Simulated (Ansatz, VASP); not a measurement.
## Two plane-wave programs on YW

```
CELL_PARAMETERS angstrom
3.03589 0.00000 0.00000
-1.51795 2.62916 0.00000
0.00000 0.00000 5.27828
ATOMIC_POSITIONS crystal
Y 0.66667 0.33333 0.00000
W 0.00000 0.00000 0.50000
```

Alike in both runs: functional PBE; k mesh 18 × 18 × 12; occupations gaussian, width 0.1 eV; no spin polarisation.

Ansatz relaxed the structure, and its values are those at the end. VASP's run is a single point on that final structure, the one shown.

```csv
,VASP,Ansatz
version,VASP 6.6.1,Ansatz 0.2.0
potentials or method,"VASP PAW PBE potentials, release 64 (Y_sv, W_sv)","scalar-relativistic, plane waves, PAW"
plane-wave cutoff (eV),520,420
valence electrons in the cell,25,25
```

VASP gave:

| Item | Value |
| --- | --- |
| gap on the k mesh at the Fermi level (eV) | none |
| pressure (GPa) | -0.2 |

**Question.** What did Ansatz give for the same quantities?

**Answer.** gap on the k mesh at the Fermi level (eV): none; pressure (GPa): 0.0.

A gap of «none» marks a metal or a gap that the smearing closes.

The runs have no spin-orbit coupling, so splittings on W are missing.
